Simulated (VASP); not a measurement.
Input:

```yaml
crystal:
  lattice:
    - [1.25112, 0.72233, 3.37293]
    - [-1.25112, 0.72233, 3.37293]
    - [0.00000, -1.44467, 3.37293]
  atoms:
    - { symbol: B, position: [0.99967, 0.99967, 0.99967] }
    - { symbol: N, position: [0.33276, 0.33276, 0.33276] }
```

Computed with r2SCAN meta-GGA, VASP's PBE PAW potentials (set 64) (plane waves; VASP). Numerical set-up: 520 eV cut-off, 16×16×16 Γ-centred mesh, Gaussian smearing of 0.010 eV, potentials B N.

Question: Give the direction-averaged independent-particle dielectric function (no local fields, no excitons; a broadening of 0.1 eV leaves a tail below the gap, and fine structure carries the noise of the k-mesh).

Answer: 
```
ħω (eV)     ε₁    ε₂
-------  -----  ----
0.00      3.82  0.00
0.40      3.83  0.00
0.80      3.85  0.01
1.30      3.89  0.01
1.70      3.94  0.01
2.20      4.03  0.02
2.60      4.13  0.03
3.10      4.30  0.04
3.50      4.49  0.05
4.00      4.83  0.08
4.40      5.24  0.13
4.90      6.19  0.29
5.30      8.16  1.26
5.80      7.04  4.28
6.20      4.43  7.28
6.60      0.37  6.31
7.10      0.55  3.29
7.50      0.39  2.70
8.00      1.18  1.48
8.40      1.60  1.33
8.90      1.81  0.92
9.30      2.45  1.00
9.80      3.17  1.07
10.20     3.47  2.19
10.70     2.28  2.28
11.10     2.33  1.72
11.60     2.32  1.70
12.00     2.47  1.40
12.40     2.90  1.50
12.90     3.06  1.28
13.30     4.07  1.32
13.80     5.56  3.28
14.20     4.51  6.28
14.70     1.77  7.09
15.10     0.34  5.81
15.60    -1.93  4.40
16.00    -0.98  2.85
16.50    -0.45  2.72
16.90    -1.13  3.57
17.40    -0.77  1.68
```
ε₂ peaks at 6.3 eV (height 7.5), 10.4 eV (height 2.7), 14.6 eV (height 7.2), 16.8 eV (height 3.9); ε₁(0) averages 3.82, so the electronic refractive index below the gap tends to √3.82 = 1.95.

The structure comes from a computed database's BN entry (R3m); how it stands against other phases isn't given here. The cell was not relaxed at this level.
